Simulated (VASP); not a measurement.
Input:

```
CELL_PARAMETERS angstrom
      4.29756     0.00000     0.00000
      0.00000     4.29756     0.00000
      0.00000     0.00000     4.29756
ATOMIC_POSITIONS crystal
  Cs 0.00000 0.00000 0.00000
  Br 0.50000 0.50000 0.50000
```

Computed with AM05 GGA, VASP's PBE PAW potentials (set 64) (plane waves; VASP). Run with 520 eV cut-off, 6×6×6 Γ-centred mesh, Gaussian smearing of 0.050 eV, potentials Cs_sv Br.

Unless said otherwise, spin-orbit coupling is left out, though it shifts the bands of the heavy elements here.

Q: What does the run give for the energy per atom (σ→0), band gap (on the k-mesh) with the smallest direct gap where there is one?

A: 
The band gap (on the k-mesh) is 4.46 eV and the smallest direct gap (on the k-mesh) comes out as 4.47 eV. The energy per atom (σ→0) comes out as -2.969 eV/atom.

The compound is CsBr in the CsCl type structure. This cell is one point of a volume scan, at 0.97 of the reference volume.
